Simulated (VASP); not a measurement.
```yaml
crystal:
  lattice:
    - [0.00000, 2.70738, 2.70738]
    - [2.70738, 0.00000, 2.70738]
    - [2.70738, 2.70738, 0.00000]
  atoms:
    - { symbol: Pt, position: [0.00000, 0.00000, 0.00000] }
    - { symbol: S, position: [0.25000, 0.25000, 0.25000] }
```

Computed with PBE GGA, VASP's PBE PAW potentials (set 64) (plane waves; VASP). Run with 400 eV cut-off, Gaussian smearing of 0.050 eV, potentials Pt S.

Q: Give the energies of bands 2 to 10 at the high-symmetry points, in eV from the Fermi level.

A: 
```tsv
band	Γ	X	U	L	W
2	-6.30	-7.23	-6.76	-6.58	-6.27
3	-6.30	-5.05	-5.48	-5.91	-6.24
4	-6.30	-5.05	-5.32	-5.91	-5.06
5	-3.17	-3.22	-3.69	-2.93	-3.36
6	-3.17	-2.64	-2.95	-2.93	-3.09
7	0.95	-2.59	-2.33	-2.65	-2.59
8	2.23	-1.47	-1.30	0.46	-1.70
9	2.23	-1.47	-0.60	0.46	-0.33
10	2.23	5.04	5.40	3.12	6.00
```

It has no gap at this level: it comes out as a metal or semimetal.

The structure was generated: PtS was put into the zinc blende type (F-43m), which need not be its known phase. It was relaxed first, which changed the volume by -8 %.
